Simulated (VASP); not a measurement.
# HfZrSe3 (P3m1) in VASP: single point with r2SCAN

Aim: the single point of HfZrSe3 with r2SCAN.

All numbers are computed with VASP 6.6.1; they aren't measurements. Logs are shortened: lines on timing, memory, paths and dates and some standing lists are left out, and cuts for length are marked.

## Step 1: The crystal as given

Symmetry: P3m1, No. 156, trigonal system. The conventional cell has a = 3.757 Å, b = 3.757 Å, c = 10.109 Å, α = 90.00°, β = 90.00°, γ = 120.00°. Zr (site symmetry 3m) is surrounded by 6 Se at 2.72 to 2.75 Å. Around Hf (site symmetry 3m) lie 6 Se at 2.68 to 2.70 Å. Around Se (site symmetry 3m) lie 3 Hf at 2.68 Å. Se (site symmetry 3m) is surrounded by 3 Hf at 2.70 Å and 3 Zr at 2.75 Å. Se (site symmetry 3m) is surrounded by 3 Zr at 2.72 Å.

The cell was built by a generator and needn't be a form met in nature.

## Step 2: Single point, r2SCAN

The input, INCAR:

```
SYSTEM = HfZrSe3
PREC = Accurate
ENCUT = 520
EDIFF = 1E-6
ISMEAR = 0
SIGMA = 0.1
LREAL = .FALSE.
LASPH = .TRUE.
NELM = 150
ALGO = Normal
ISIF = 2
LWAVE = .FALSE.
LCHARG = .FALSE.
METAGGA = R2SCAN
LMIXTAU = .TRUE.
KPAR = 2
```

The input, KPOINTS:

```
regular mesh
0
G
  10 10 4
  0 0 0
```

The input, POSCAR:

```
HfZrSe3
1.0
    3.7572630000      0.0000000000      0.0000000000
   -1.8786320000      3.2538850000      0.0000000000
    0.0000000000      0.0000000000     10.1088300000
Zr Hf Se
1 1 3
Direct
    0.3333330000      0.6666670000      0.4814480000
    0.0000000000      0.0000000000      0.1556470000
    0.3333330000      0.6666670000      0.0003420000
    0.6666670000      0.3333330000      0.3141250000
    0.6666670000      0.3333330000      0.6434730000
```

Potentials or basis: VASP PAW PBE potentials, release 64 (Zr_sv, Hf_pv, Se).

The run is started by

```console
$ cat potpaw_PBE.64/Zr_sv/POTCAR potpaw_PBE.64/Hf_pv/POTCAR potpaw_PBE.64/Se/POTCAR > POTCAR
$ mpirun -np 2 vasp_std > vasp.out
```

OUTCAR:

```text
SYSTEM = HfZrSe3
   PREC = Accurate
   ENCUT = 520
   EDIFF = 1E-6
   ISMEAR = 0
   LREAL = .FALSE.
   LASPH = .TRUE.
   NELM = 150
   ISIF = 2
   METAGGA = R2SCAN

 ion  position               nearest neighbor table
   1  0.333  0.667  0.481-   5 2.72   5 2.72   5 2.72   4 2.75   4 2.75   4 2.75
   2  0.000  0.000  0.156-   3 2.68   3 2.68   3 2.68   4 2.70   4 2.70   4 2.70
   3  0.333  0.667  0.000-   2 2.68   2 2.68   2 2.68
   4  0.667  0.333  0.314-   2 2.70   2 2.70   2 2.70   1 2.75   1 2.75   1 2.75
   5  0.667  0.333  0.643-   1 2.72   1 2.72   1 2.72

  LATTYP: Found a hexagonal cell.
 ALAT       =     3.7572630000
 C/A-ratio  =     2.6904770840

  Lattice vectors:

 A1 = (   3.7572630000,   0.0000000000,   0.0000000000)
 A2 = (  -1.8786320000,   3.2538850000,   0.0000000000)
 A3 = (   0.0000000000,   0.0000000000,  10.1088300000)

Analysis of symmetry for initial positions (statically):
=====================================================================
 Subroutine PRICEL returns:
 Original cell was already a primitive cell.

 Routine SETGRP: Setting up the symmetry group for a
 hexagonal supercell.

 Subroutine GETGRP returns: Found  6 space group operations
 (whereof  6 operations were pure point group operations)
 out of a pool of 24 trial point group operations.

The static configuration has the point symmetry C_3v.

Analysis of symmetry for dynamics (positions and initial velocities):
=====================================================================
 Subroutine PRICEL returns:
 Original cell was already a primitive cell.

 Routine SETGRP: Setting up the symmetry group for a
 hexagonal supercell.

 Subroutine GETGRP returns: Found  6 space group operations
 (whereof  6 operations were pure point group operations)
 out of a pool of 24 trial point group operations.

The dynamic configuration has the point symmetry C_3v.

 Subroutine INISYM returns: Found  6 space group operations
 (whereof  6 operations are pure point group operations),
 and found     1 'primitive' translations

----------------------------------------------------------------------------------------

                                     Primitive cell

  volume of cell :     123.5875

  direct lattice vectors                    reciprocal lattice vectors
[... 79 lines left out ...]
   dimension x,y,z NGXF=    56 NGYF=   56 NGZF=  160
   ions per type =               1   1   3
   NGX,Y,Z   is equivalent  to a cutoff of  12.39, 12.39, 13.16 a.u.
   NGXF,Y,Z  is equivalent  to a cutoff of  24.78, 24.78, 26.31 a.u.
 SYSTEM =  HfZrSe3
   PREC   = accura    normal or accurate (medium, high low for compatibility)
   ISTART =      0    job   : 0-new  1-cont  2-samecut
   ICHARG =      2    charge: 1-file 2-atom 10-const
   ISPIN  =      1    spin polarized calculation?
   LNONCOLLINEAR =      F non collinear calculations
   LSORBIT =      F    spin-orbit coupling
   LASPH  =      T    aspherical Exc in radial PAW
   ENCUT  =  520.0 eV  38.22 Ry    6.18 a.u.   6.99  6.99 18.80*2*pi/ulx,y,z
   NELM   =    150;   NELMIN=  2; NELMDL= -5     # of ELM steps
   EDIFF  = 0.1E-05   stopping-criterion for ELM
   LREAL  =      F    real-space projection
[... 7 lines left out ...]
   TEBEG  =    0.0;   TEEND  =   0.0 temperature during run
   PSTRESS=    0.0 pullay stress
   NELECT =      40.0000    total number of electrons
   NUPDOWN=      -1.0000    fix difference up-down
   EMIN   =  10.00;   EMAX   =-10.00  energy-range for DOS
   EFERMI =   0.00;   METHOD = LEGACY
   ISMEAR =     0;   SIGMA  =   0.10  broadening in eV -4-tet -1-fermi 0-gaus
   EFERMI_NEDOS =   21; number of points for ismear=-14 and -15
   IALGO  =     38    algorithm
   IMIX   =      4    mixing-type and parameters
     AMIX     =   0.40;   BMIX     =  1.00
     AMIX_MAG =   1.60;   BMIX_MAG =  1.00
  volume/ion in A,a.u.               =      24.72       166.80
  Fermi-wavevector in a.u.,A,eV,Ry     =   1.124009  2.124070 17.189561  1.263397
  Thomas-Fermi vector in A             =   2.260679
   LORBIT       =      0    0 simple, 1 ext, 2 COOP (PROOUT), +10 PAW based schemes
   METAGGA = R2SCAN    functional components
   LHFCALC =     F    Hartree Fock is set to
   AEXX    =    0.0000 exact exchange contribution
   IVDW    =     0    specifies the selected vdW correction
   LEPSILON=     F    determine dielectric tensor
   LRPA    =     F    only Hartree local field effects (RPA)
 non-spin polarized calculation
 Gauss-broadening in eV      SIGMA  =   0.10
  energy-cutoff  :      520.00
  volume of cell :      123.59
 maximum number of plane-waves:      3347
   NGX = 13   NGY = 13   NGZ = 37

 number of electron      40.0000000 magnetization

 Free energy of the ion-electron system (eV)
  ---------------------------------------------------
  ext. energy  EPLUGINS =         0.00000000
  ---------------------------------------------------
  free energy    TOTEN  =      -117.69941331 eV

  energy without entropy =     -117.69734290  energy(sigma->0) =     -117.69837810

 E-fermi :   5.1758     XC(G=0): -10.2082

 val. band max:        5.1700245631   @ k =   0.0000   0.0000   0.2500
 cond. band min:       5.2671497661   @ k =   0.0000   0.0000   0.0000
 fundamental gap:      0.0971252030
 Fermi energy:         5.1757786868

 k-point     1 :       0.0000    0.0000    0.0000
  band No.  band energies     occupation
      1     -46.4547      2.00000
      2     -28.5377      2.00000
      3     -28.4880      2.00000
      4     -28.4879      2.00000
      5     -23.8915      2.00000
      6     -23.7088      2.00000
[... 637 lines left out ...]
     23       7.2924      0.00000
     24       7.2936      0.00000

 [... further k-points ...]
[... 5 lines left out ...]
  --------------------------------------------------------------------------------------
  -------------------------------------------------------------------------------------
  Total       -0.7854680     -0.7854679     -1.2112659      0.0000001      0.0000000      0.0000000
  in kB      -10.1827336    -10.1827323    -15.7027383      0.0000016      0.0000000      0.0000000
  external PRESSURE =     -12.0227347 kB  Pullay stress =       0.0000000 kB

 VOLUME and BASIS-vectors are now :
 -----------------------------------------------------------------------------
  energy-cutoff  :      520.00
  volume of cell :      123.59
      direct lattice vectors                 reciprocal lattice vectors
     3.757263000  0.000000000  0.000000000     0.266151185  0.153662509  0.000000000
    -1.878632000  3.253885000  0.000000000     0.000000000  0.307324936  0.000000000
     0.000000000  0.000000000 10.108830000     0.000000000  0.000000000  0.098923416

 POSITION                                       TOTAL-FORCE (eV/Angst)
 -----------------------------------------------------------------------------------
     -0.00000      2.16926      4.86688        -0.000000      0.000000      0.238686
      0.00000      0.00000      1.57341         0.000000     -0.000000     -0.139734
     -0.00000      2.16926      0.00346         0.000000     -0.000000      0.281446
      1.87863      1.08463      3.17544         0.000000     -0.000000     -0.234867
      1.87863      1.08463      6.50476         0.000000     -0.000000     -0.145532
 -----------------------------------------------------------------------------------
    total drift:                                0.002663     -0.001537      0.000240

  FREE ENERGIE OF THE ION-ELECTRON SYSTEM (eV)
  ---------------------------------------------------
  free  energy   TOTEN  =      -117.6994133083 eV

  energy  without entropy=     -117.6973429002  energy(sigma->0) =     -117.69837810
```

OSZICAR:

```text
N       E                     dE             d eps       ncg     rms          rms(c)
DAV:   1     0.200938224004E+03    0.20094E+03   -0.20609E+04  2400   0.156E+03
DAV:   2    -0.105887123046E+03   -0.30683E+03   -0.30341E+03  2864   0.367E+02
DAV:   3    -0.129531113061E+03   -0.23644E+02   -0.23478E+02  3984   0.816E+01
[... 16 lines left out ...]
DAV:  20    -0.117699422018E+03   -0.20498E-04   -0.13884E-05  2960   0.229E-02    0.578E-03
DAV:  21    -0.117699413902E+03    0.81158E-05   -0.52253E-07  2096   0.540E-03    0.221E-03
DAV:  22    -0.117699416349E+03   -0.24469E-05   -0.18729E-07  2008   0.241E-03    0.164E-03
DAV:  23    -0.117699412566E+03    0.37827E-05   -0.62050E-08  1792   0.187E-03    0.272E-04
DAV:  24    -0.117699414192E+03   -0.16258E-05   -0.31034E-08  1744   0.974E-04    0.220E-04
DAV:  25    -0.117699413308E+03    0.88375E-06   -0.11334E-08  1616   0.591E-04
   1 F= -.11769941E+03 E0= -.11769838E+03  d E =-.207041E-02
```

stdout:

```text
POSCAR found type information on POSCAR ZrHfSe
 POSCAR found :  3 types and       5 ions
 scaLAPACK will be used
 -----------------------------------------------------------------------------
|                                                                             |
|                                                                             |
|     You enforced a specific xc type in the INCAR file but a different       |
|     I HOPE YOU KNOW WHAT YOU ARE DOING!                                     |
|                                                                             |
 -----------------------------------------------------------------------------

 LDA part: xc-table for (None), standard interpolation
 POSCAR, INCAR and KPOINTS ok, starting setup
 FFT: planning ... GRIDC
 FFT: planning ... GRID_SOFT
 FFT: planning ... GRID
 WAVECAR not read
 entering main loop
```

Run time: 6.6 min. Hardware: 2 MPI ranks of Intel Xeon Platinum 8559C (Emerald Rapids), shared host; peak memory 0.35 GiB.

Results:

* Free energy: -117.6994 eV
* Pressure: -1.2 GPa
* Largest force: 0.281 eV/Å
* Band gap on the k mesh: none (metal or under the smearing width)

Forces on the atoms (eV/Å):
```
Zr   0.000  0.000  0.239
Hf   0.000  0.000 -0.140
Se   0.000  0.000  0.281
Se   0.000  0.000 -0.235
Se   0.000  0.000 -0.146
```

Stress tensor (GPa, compression positive):
```
-1.02  0.00  0.00
 0.00 -1.02  0.00
 0.00  0.00 -1.57
```

Levels at points of the mesh, in eV from the Fermi level:
```
           k point  band 17  band 18  band 19  band 20  band 21  band 22  band 23  band 24
(0.00, 0.00, 0.00)    -2.14    -2.14    -1.95    -0.17     0.09     0.09     0.97     0.97
(0.50, 0.00, 0.00)    -3.14    -2.85    -2.38    -1.23     0.18     1.90     2.12     2.13
(0.00, 0.00, 0.50)    -2.66    -2.11    -2.11     0.10     0.10     0.12     0.94     0.94
(0.50, 0.00, 0.50)    -3.16    -2.53    -2.35    -1.35     0.18     1.88     2.11     2.12
```

Caveat: the PAW data sets were made with another functional, which shifts forces and pressure a little.
